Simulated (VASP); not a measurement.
Consider the following.

```
CELL_PARAMETERS angstrom
     -1.68750     1.68750     1.68750
      1.68750    -1.68750     1.68750
      1.68750     1.68750    -1.68750
ATOMIC_POSITIONS crystal
  Cl 0.00000 0.00000 0.00000
```

Computed with PBEsol GGA, VASP's PBE PAW potentials (set 64) (plane waves; VASP). Settings: 400 eV cut-off, 17×17×17 Γ-centred mesh, tetrahedra with Blöchl corrections, potentials Cl.

**Question.** Predict the energy per atom (σ→0), band gap (on the k-mesh) with the smallest direct gap where there is one.

**Answer.** 
```
Property                                                    Result
------------------------  ----------------------------------------
band gap (on the k-mesh)  none (metal, semimetal or under 0.01 eV)
energy per atom (σ→0)                               -1.237 eV/atom
```

The structure was generated: Cl was put into the bcc type (Im-3m), which need not be its known phase. It was relaxed first, which changed the volume by -10 %.
